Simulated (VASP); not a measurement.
The system is Si2Ge.

```
Si Ge
1.0
     2.96288    0.00000    0.00000
    -1.48144    2.56593    0.00000
     0.00000    0.00000    7.27339
Si Ge
2 1
Direct
  0.33333 0.66667 0.65637
  0.66667 0.33333 0.34363
  0.00000 0.00000 0.00000
```

The cell was built by a generator and needn't be a form met in nature.

| Item | Value |
| --- | --- |
| Program | VASP 6.6.1 |
| Task | relaxation of cell and atoms |
| Functional | PBE |
| Potentials or basis | VASP PAW PBE potentials, release 64 (Si, Ge_d) |
| Cutoff | 520 eV |
| k mesh | 8 × 8 × 3 |
| Occupations | gaussian, width 0.15 eV |
| Spin | no spin polarisation |

At the start: pressure -6.9 GPa; volume 18.43 Å³/atom.

**Question.** How do energy, volume and symmetry change on relaxing?

**Answer.** Over 12 steps the energy falls by 66.1 meV/atom and the volume is 16.41 Å³/atom (-11.0 %); space group P-3m1 (No. 164, to 0.05 Å).

Step by step:
```csv
step,energy change (eV),largest force (eV/Å),pressure (GPa),volume (Å³)
1,0.0000,0.1852,-6.90,55.30
2,-0.1778,0.0650,0.26,49.17
3,-0.1788,0.0806,3.34,48.73
4,-0.1783,0.0686,-1.25,49.05
5,-0.1786,0.0745,1.56,48.89
6,-0.1957,0.1420,0.87,48.84
7,-0.1960,0.1549,0.55,48.83
8,-0.1985,0.0747,-2.51,49.25
9,-0.1982,0.0942,0.55,49.16
10,-0.1983,0.0872,0.30,49.19
11,-0.1984,0.0814,0.02,49.22
12,-0.1984,0.0733,-0.12,49.23
```

Final structure:
```cif
data_structure
_symmetry_space_group_name_H-M 'P 1'
_symmetry_Int_Tables_number 1
_cell_length_a 2.7832
_cell_length_b 2.7832
_cell_length_c 7.3392
_cell_angle_alpha 90.000
_cell_angle_beta 90.000
_cell_angle_gamma 120.000
_cell_volume 49.23
loop_
_atom_site_label
_atom_site_type_symbol
_atom_site_fract_x
_atom_site_fract_y
_atom_site_fract_z
_atom_site_occupancy
Si1 Si 0.33333 0.66667 0.65641 1
Si2 Si 0.66667 0.33333 0.34359 1
Ge1 Ge 0.00000 0.00000 0.00000 1
```
